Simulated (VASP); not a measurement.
# NaNb2Tl (R-3m) in VASP: single point with r2SCAN

Aim: the single point of NaNb2Tl with r2SCAN.

All numbers are computed with VASP 6.6.1; they aren't measurements. Logs are shortened: lines on timing, memory, paths and dates and some standing lists are left out, and cuts for length are marked.

## 1. The crystal as given

Symmetry: R-3m, No. 166, trigonal system. The conventional cell has a = 3.659 Å, b = 3.659 Å, c = 18.024 Å, α = 90.00°, β = 90.00°, γ = 120.00°. Around Nb (site symmetry 3m) lie 3 Na at 2.59 Å and 3 Tl at 2.59 Å. Na (site symmetry -3m) has 6 Nb at 2.59 Å as nearest neighbours. Tl (site symmetry -3m) has 6 Nb at 2.59 Å as nearest neighbours.

The cell was built by a generator and needn't be a form met in nature.

## 2. Single point, r2SCAN

Contents of POSCAR:

```
NaNb2Tl
1.0
    1.8297390700      3.1691955400      0.0000000000
   -1.8297390700      3.1691955400      0.0000000000
    0.0000000000     -2.1127970300      6.0080996800
Nb Na Tl
2 1 1
Direct
    0.2500000000      0.2500000000      0.7500000000
    0.7500000000      0.7500000000      0.2500000000
    0.5000000000      0.5000000000      0.5000000000
    0.0000000000      0.0000000000      0.0000000000
```

Contents of INCAR.step1:

```
PREC = Accurate
ENCUT = 520
ISMEAR = -1
SIGMA = 0.0444
LREAL = F
LASPH = T
NELM = 100
NBANDS = 31
GGA = PE
ALGO = Normal
EDIFF = 1E-4
LWAVE = T
LCHARG = F
```

Contents of INCAR.step2:

```
PREC = Accurate
ENCUT = 520
EDIFF = 1E-6
ISMEAR = -1
SIGMA = 0.0444
LREAL = F
LASPH = T
NELM = 100
ALGO = Normal
ISIF = 2
LWAVE = F
LCHARG = F
METAGGA = R2SCAN
LMIXTAU = T
NBANDS = 31
ISTART = 1
```

Contents of KPOINTS:

```
Automatic mesh
0
Gamma
  10 10 10
```

Potentials or basis: VASP PAW PBE potentials, release 64 (Nb_sv, Na_pv, Tl_d).

Command:

```
$ cat potpaw_PBE.64/Nb_sv/POTCAR potpaw_PBE.64/Na_pv/POTCAR potpaw_PBE.64/Tl_d/POTCAR > POTCAR
$ cp INCAR.step1 INCAR
$ mpirun -np 1 vasp_std > vasp.out
$ cp INCAR.step2 INCAR
$ mpirun -np 1 vasp_std > vasp.out
```

OUTCAR:

```text
PREC = Accurate
   ENCUT = 520
   EDIFF = 1E-6
   ISMEAR = -1
   LREAL = F
   LASPH = T
   NELM = 100
   ISIF = 2
   METAGGA = R2SCAN
   ISTART = 1

 ion  position               nearest neighbor table
   1  0.250  0.250  0.750-   3 2.59   4 2.59   4 2.59   4 2.59   3 2.59   3 2.59
   2  0.750  0.750  0.250-   3 2.59   4 2.59   3 2.59   3 2.59   4 2.59   4 2.59
   3  0.500  0.500  0.500-   1 2.59   2 2.59   1 2.59   1 2.59   2 2.59   2 2.59
   4  0.000  0.000  0.000-   1 2.59   2 2.59   2 2.59   2 2.59   1 2.59   1 2.59

  LATTYP: Found a trigonal (rhomboedric) cell.
 ALAT       =     6.3687663359
 COS(alpha) =     0.8349187730

  Lattice vectors:

 A1 = (   1.8297390700,   1.0563985100,   6.0080996800)
 A2 = (  -1.8297390700,   1.0563985100,   6.0080996800)
 A3 = (   0.0000000000,  -2.1127970300,   6.0080996800)

Analysis of symmetry for initial positions (statically):
=====================================================================
 Subroutine PRICEL returns:
 Original cell was already a primitive cell.

 Routine SETGRP: Setting up the symmetry group for a
 trigonal (rhombohedral) supercell.

 Subroutine GETGRP returns: Found 12 space group operations
 (whereof 12 operations were pure point group operations)
 out of a pool of 12 trial point group operations.

The static configuration has the point symmetry D_3d.

Analysis of symmetry for dynamics (positions and initial velocities):
=====================================================================
 Subroutine PRICEL returns:
 Original cell was already a primitive cell.

 Routine SETGRP: Setting up the symmetry group for a
 trigonal (rhombohedral) supercell.

 Subroutine GETGRP returns: Found 12 space group operations
 (whereof 12 operations were pure point group operations)
 out of a pool of 12 trial point group operations.

The dynamic configuration has the point symmetry D_3d.

 Subroutine INISYM returns: Found 12 space group operations
 (whereof 12 operations are pure point group operations),
 and found     1 'primitive' translations

----------------------------------------------------------------------------------------

                                     Primitive cell

  volume of cell :      69.6795

  direct lattice vectors                    reciprocal lattice vectors
[... 76 lines left out ...]
   dimension x,y,z NGX =    28 NGY =   28 NGZ =   48
   dimension x,y,z NGXF=    56 NGYF=   56 NGZF=   96
   ions per type =               2   1   1
   NGX,Y,Z   is equivalent  to a cutoff of  12.72, 12.72, 12.53 a.u.
   NGXF,Y,Z  is equivalent  to a cutoff of  25.44, 25.44, 25.06 a.u.
 SYSTEM =  unknown system
   PREC   = accura    normal or accurate (medium, high low for compatibility)
   ISTART =      1    job   : 0-new  1-cont  2-samecut
   ICHARG =      0    charge: 1-file 2-atom 10-const
   ISPIN  =      1    spin polarized calculation?
   LNONCOLLINEAR =      F non collinear calculations
   LSORBIT =      F    spin-orbit coupling
   LASPH  =      T    aspherical Exc in radial PAW
   ENCUT  =  520.0 eV  38.22 Ry    6.18 a.u.   6.80  6.80 11.84*2*pi/ulx,y,z
   NELM   =    100;   NELMIN=  2; NELMDL=  0     # of ELM steps
   EDIFF  = 0.1E-05   stopping-criterion for ELM
   LREAL  =      F    real-space projection
[... 7 lines left out ...]
   TEBEG  =    0.0;   TEEND  =   0.0 temperature during run
   PSTRESS=    0.0 pullay stress
   NELECT =      46.0000    total number of electrons
   NUPDOWN=      -1.0000    fix difference up-down
   EMIN   =  10.00;   EMAX   =-10.00  energy-range for DOS
   EFERMI =   0.00;   METHOD = LEGACY
   ISMEAR =    -1;   SIGMA  =   0.04  broadening in eV -4-tet -1-fermi 0-gaus
   EFERMI_NEDOS =   21; number of points for ismear=-14 and -15
   IALGO  =     38    algorithm
   IMIX   =      4    mixing-type and parameters
     AMIX     =   0.40;   BMIX     =  1.00
     AMIX_MAG =   1.60;   BMIX_MAG =  1.00
  volume/ion in A,a.u.               =      17.42       117.56
  Fermi-wavevector in a.u.,A,eV,Ry     =   1.425473  2.693753 27.646675  2.031973
  Thomas-Fermi vector in A             =   2.545853
   LORBIT       =      0    0 simple, 1 ext, 2 COOP (PROOUT), +10 PAW based schemes
   METAGGA = R2SCAN    functional components
   LHFCALC =     F    Hartree Fock is set to
   AEXX    =    0.0000 exact exchange contribution
   IVDW    =     0    specifies the selected vdW correction
   LEPSILON=     F    determine dielectric tensor
   LRPA    =     F    only Hartree local field effects (RPA)
 non-spin polarized calculation
  energy-cutoff  :      520.00
  volume of cell :       69.68
 maximum number of plane-waves:      1895
   NGX = 13   NGY = 13   NGZ = 23

 number of electron      45.9999998 magnetization

 Free energy of the ion-electron system (eV)
  ---------------------------------------------------
  ext. energy  EPLUGINS =         0.00000000
  ---------------------------------------------------
  free energy    TOTEN  =       -98.68889535 eV

  energy without entropy =      -98.67511326  energy(sigma->0) =      -98.68200431

 E-fermi :   9.7976     XC(G=0): -12.8308

 val. band max:        9.7928639277   @ k =  -0.1000   0.1000   0.0000
 cond. band min:       9.8019322617   @ k =  -0.3000   0.3000   0.1000
 fundamental gap:      0.0090683340
 Fermi energy:         9.7975510535

 k-point     1 :       0.0000    0.0000    0.0000
  band No.  band energies     occupation
      1     -47.0513      2.00000
      2     -47.0342      2.00000
      3     -22.5933      2.00000
      4     -22.4757      2.00000
      5     -22.4756      2.00000
      6     -22.4303      2.00000
[... 805 lines left out ...]
     30      14.8042      0.00000
     31      15.1733      0.00000

 [... further k-points ...]
[... 5 lines left out ...]
  --------------------------------------------------------------------------------------
  -------------------------------------------------------------------------------------
  Total       14.8305832     14.8305317     15.1906539      0.0000000     -0.0000000      0.0000000
  in kB      341.0071522    341.0059699    349.2864426      0.0000000     -0.0000002      0.0000000
  external PRESSURE =     343.7665216 kB  Pullay stress =       0.0000000 kB

 VOLUME and BASIS-vectors are now :
 -----------------------------------------------------------------------------
  energy-cutoff  :      520.00
  volume of cell :       69.68
      direct lattice vectors                 reciprocal lattice vectors
     1.829739070  3.169195540  0.000000000     0.273263007  0.157768744  0.055480660
    -1.829739070  3.169195540  0.000000000    -0.273263007  0.157768744  0.055480660
     0.000000000 -2.112797030  6.008099680     0.000000000  0.000000000  0.166441979

 POSITION                                       TOTAL-FORCE (eV/Angst)
 -----------------------------------------------------------------------------------
      0.00000     -0.00000      4.50607         0.000000      0.000000     -1.343263
      0.00000      4.22559      1.50202         0.000000     -0.000000      1.343263
      0.00000      2.11280      3.00405        -0.000000      0.000000      0.000000
      0.00000      0.00000      0.00000         0.000000      0.000000      0.000000
 -----------------------------------------------------------------------------------
    total drift:                                0.000000      0.000000     -0.000000

  FREE ENERGIE OF THE ION-ELECTRON SYSTEM (eV)
  ---------------------------------------------------
  free  energy   TOTEN  =       -98.6888953544 eV

  energy  without entropy=      -98.6751132609  energy(sigma->0) =      -98.68200431
```

OSZICAR.step1:

```text
N       E                     dE             d eps       ncg     rms          rms(c)
DAV:   1     0.549976779055E+03    0.54998E+03   -0.24676E+04  7208   0.169E+03
DAV:   2     0.298554797411E+02   -0.52012E+03   -0.50499E+03  7368   0.591E+02
DAV:   3    -0.139709593933E+02   -0.43826E+02   -0.41731E+02 11604   0.147E+02
DAV:   4    -0.169810970882E+02   -0.30101E+01   -0.29457E+01 11377   0.308E+01
DAV:   5    -0.171121819479E+02   -0.13108E+00   -0.13090E+00 10887   0.584E+00    0.146E+01
DAV:   6    -0.160962306410E+02    0.10160E+01   -0.25522E+00  9696   0.109E+01    0.733E+00
DAV:   7    -0.160049183333E+02    0.91312E-01   -0.51752E-01 11294   0.435E+00    0.314E+00
DAV:   8    -0.159989658582E+02    0.59525E-02   -0.43862E-02  9893   0.187E+00    0.255E-01
DAV:   9    -0.159981436234E+02    0.82223E-03   -0.68476E-03  9964   0.704E-01    0.135E-01
DAV:  10    -0.159981406084E+02    0.30151E-05   -0.26411E-04  7550   0.143E-01
   1 F= -.15998141E+02 E0= -.15989526E+02  d E =-.172287E-01
```

It took 6.4 min on 1 thread of Intel Xeon 6975P-C (Granite Rapids), shared host; peak memory 0.36 GiB.

What came out:

```
Free energy            : -98.6889 eV
Pressure               : 34.4 GPa
Largest force          : 1.343 eV/Å
Band gap on the k mesh : none (metal or under the smearing width)
```

Forces in eV/Å, atoms in the order of the input:
```
Nb   0.000  0.000 -1.343
Nb   0.000  0.000  1.343
Na   0.000  0.000  0.000
Tl   0.000  0.000  0.000
```

Caveat: a pressure of tens of GPa on the cell as given is suspect, and the run, the potentials or the cell itself is likely at fault; the PAW data sets were made with another functional, which shifts forces and pressure a little.
